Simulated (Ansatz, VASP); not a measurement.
# Zn18Te7S11 in two plane-wave programs

Aim: how closely do two programs agree when they are given the same cell, functional and k mesh? The cell is taken from a series of runs on this material, whose earlier steps may have relaxed, scaled, displaced or heated it; both programs get it as it stands.

Main program and level: Ansatz 0.2.0; plane waves, with VASP 6.6.1 beside it; single point at LDA.

### 1. Starting point

The cell holds 72 atoms: 36 Zn, 22 S and 14 Te. Its edges and angles: a = 12.131 Å, b = 12.131 Å, c = 12.131 Å, α = 90.0°, β = 90.0°, γ = 90.0°.

### 2. VASP: single point, LDA

With cell and atoms fixed, the geometry can't cause a difference; cores, projectors, grids and the points listed under the comparison can.

Lines of VASP's logs that name or quote its potential files are left out, and so is its time.

INCAR reads:

```
SYSTEM = Zn18Te7S11
PREC = Accurate
ENCUT = 500
EDIFF = 1E-06
NELM = 120
ISMEAR = 0
SIGMA = 0.05
LREAL = Auto
ALGO = Normal
GGA = PW92
NBANDS = 376
LORBIT = 11
LWAVE = .FALSE.
LCHARG = .FALSE.
ISIF = 2
LASPH = .TRUE.
GGA_COMPAT = .FALSE.
EFERMI = MIDGAP
NCORE = 2
```

POSCAR reads:

```
Zn18Te7S11
1.0
   12.1310000000      0.0000000000      0.0000000000
    0.0000000000     12.1310000000      0.0000000000
    0.0000000000      0.0000000000     12.1310000000
Zn S Te
36 22 14
Direct
    0.5067500000      0.6866700000      0.7102000000
    0.5371200000      0.7426000000      0.2730800000
    0.2841600000      0.1881400000      0.3382100000
    0.3824900000      0.8384900000      0.5302300000
    0.3365100000      0.7511600000      0.8833400000
    0.7648300000      0.4368600000      0.7026000000
    0.5670800000      0.9575700000      0.6217300000
    0.7753500000      0.7398600000      0.0787500000
    0.5869100000      0.2501100000      0.9586800000
    0.0367300000      0.9108800000      0.3904200000
    0.0793500000      0.3510100000      0.7234300000
    0.1772800000      0.0184100000      0.5592600000
    0.2219700000      0.1614000000      0.8207200000
    0.9133300000      0.3019500000      0.4401200000
    0.8031900000      0.8089500000      0.7179800000
    0.4390600000      0.4546100000      0.4300200000
    0.8822200000      0.0807200000      0.7401600000
    0.5872500000      0.2848100000      0.5524000000
    0.1424600000      0.5449000000      0.0066000000
    0.5411600000      0.2255900000      0.2332900000
    0.4563600000      0.5610200000      0.0999500000
    0.8381500000      0.1815600000      0.2052900000
    0.6553400000      0.9943800000      0.9517100000
    0.1868500000      0.9539900000      0.1472500000
    0.2489700000      0.6323600000      0.3643400000
    0.7166300000      0.4842200000      0.0512500000
    0.9174900000      0.3114000000      0.9343000000
    0.9850100000      0.4689800000      0.2168000000
    0.0266600000      0.0152400000      0.9928800000
    0.7163500000      0.0391700000      0.4450400000
    0.3269400000      0.3541800000      0.7047900000
    0.6947200000      0.5165000000      0.3435700000
    0.8913400000      0.5783500000      0.9050800000
    0.4831800000      0.0321000000      0.1744200000
    0.1118500000      0.7316000000      0.7346600000
    0.9761500000      0.6968200000      0.5187600000
    0.2162600000      0.9825000000      0.3848500000
    0.7297300000      0.2031400000      0.3938800000
    0.8619400000      0.4981200000      0.3798400000
    0.6430600000      0.7827900000      0.6195600000
    0.5493100000      0.6029900000      0.3851100000
    0.9462800000      0.7547800000      0.3359900000
    0.2176300000      0.2253900000      0.6414800000
    0.8791200000      0.5873300000      0.0998400000
    0.3299600000      0.5705500000      0.9432800000
    0.4052100000      0.2952600000      0.4852500000
    0.3233800000      0.6076900000      0.5363000000
    0.3085000000      0.5625500000      0.6929000000
    0.9059800000      0.3521800000      0.6291700000
    0.8726000000      0.3504900000      0.1174500000
    0.0353900000      0.4462800000      0.8896100000
    0.9087500000      0.6714600000      0.7311400000
    0.9786100000      0.0380400000      0.2464000000
    0.5759700000      0.4223500000      0.1650300000
    0.1173500000      0.7759700000      0.5713500000
    0.6626200000      0.1165000000      0.0922100000
    0.7520800000      0.3496500000      0.8807800000
    0.0215100000      0.1602700000      0.8590700000
    0.2701600000      0.1113300000      0.0615300000
    0.3976400000      0.3038500000      0.8889700000
    0.8797200000      0.9632500000      0.5611900000
    0.5755000000      0.4750500000      0.6682500000
    0.3468500000      0.9331700000      0.7073700000
    0.0704800000      0.2413800000      0.3213700000
    0.5396700000      0.9403200000      0.3875700000
    0.6540900000      0.1332500000      0.7098800000
    0.3375600000      0.7296900000      0.2097800000
    0.8454700000      0.9046800000      0.9151400000
    0.6221300000      0.6565100000      0.9605100000
    0.1782700000      0.4837800000      0.2424400000
    0.1425900000      0.7794500000      0.9301800000
    0.4806200000      0.8957300000      0.0145500000
```

KPOINTS reads:

```
Automatic mesh
0
Gamma
1 1 1
0 0 0
```

The projector-augmented-wave data sets are Zn, S and Te (LDA family, release 64).

Started as:

```
> mpirun -np 8 vasp_gam
```

Numbers of over 12 decimals in the logs are rounded to 6 here.

Output:

```text
[banner, memory and clock lines left out]
running    8 mpi-ranks, on    1 nodes
[...]
|                                                                             |
|               ----> ADVICE to this user running VASP <----                  |
|                                                                             |
|     You enforced a specific xc type in the INCAR file but a different       |
|     [... a line on the potential file left out ...]
|     I HOPE YOU KNOW WHAT YOU ARE DOING!                                     |
|                                                                             |

 LDA part: xc-table for (Slater(with rela. corr.)+PW92), standard interpolation
 POSCAR, INCAR and KPOINTS ok, starting setup
[...]
entering main loop
       N       E                     dE             d eps       ncg     rms          rms(c)
DAV:   1     0.781862087623E+04    0.78186E+04   -0.29479E+05   752   0.211E+03
DAV:   2     0.153273710731E+04   -0.62859E+04   -0.61625E+04   752   0.556E+02
DAV:   3    -0.286172669305E+02   -0.15614E+04   -0.14718E+04   816   0.222E+02
DAV:   4    -0.238310939472E+03   -0.20969E+03   -0.20508E+03   864   0.773E+01
[...]
DAV:  16    -0.229339870288E+03   -0.15391E-05   -0.73520E-05   944   0.501E-02    0.184E-02
DAV:  17    -0.229339872129E+03   -0.18414E-05   -0.24622E-05   888   0.230E-02    0.101E-02
DAV:  18    -0.229339872847E+03   -0.71820E-06   -0.73006E-06   704   0.143E-02
   1 F= -.22933987E+03 E0= -.22933987E+03  d E =-.117228E-04
```

OUTCAR, selected parts (step 2):

```text
 POSITION                                       TOTAL-FORCE (eV/Angst)
 -----------------------------------------------------------------------------------
      6.14738      8.32999      8.61544        -0.020992     -0.180223      0.409577
      6.51580      9.00848      3.31273        -0.175222      0.893929     -0.095666
      3.44714      2.28233      4.10283         0.236156     -0.354660      0.244273
      4.63999     10.17172      6.43222        -0.195509     -0.380569     -0.782264
      4.08220      9.11232     10.71580         1.326491      0.029714     -0.204493
      9.27815      5.29955      8.52324         0.792991     -0.355540      0.451838
      6.87925     11.61628      7.54221         0.082881     -0.118210      0.462030
      9.40577      8.97524      0.95532         0.244351      0.300407     -0.450101
      7.11981      3.03408     11.62975         1.001942     -0.076517     -0.106686
      0.44557     11.04989      4.73619        -0.583926     -0.273530     -0.387278
      0.96259      4.25810      8.77593        -0.600837     -0.292000     -0.485395
      2.15058      0.22333      6.78438         0.490670     -0.005695      0.711155
      2.69272      1.95794      9.95615         0.229687      0.039299      0.489922
     11.07961      3.66296      5.33910        -1.246262      0.935065      0.789870
[...]
-----------------------------------------------------------------------------------
    total drift:                                0.014136      0.014923      0.000977

  FREE ENERGIE OF THE ION-ELECTRON SYSTEM (eV)
  ---------------------------------------------------
  free  energy   TOTEN  =      -229.3398728473 eV

  energy  without entropy=     -229.3398611245  energy(sigma->0) =     -229.33986699

[... 1 further part left out ...]
```

The run ends at a pressure of -2.48 GPa, with forces up to 2.6 eV/Å.

(Continued in part 2 of 2.)

[Lines on the potential files, build, host, timing and source positions are cut from VASP's logs without a mark.]

[Logs are printed without paths, hosts, clocks, repeated set-up lines and the standing remarks that a program may print on its own settings, such as how far it seeks lower states.]

[Hosts, paths, dates, database ids (printed as entryN), source tags and the programs' standing remarks are cut or masked in the printed files.]
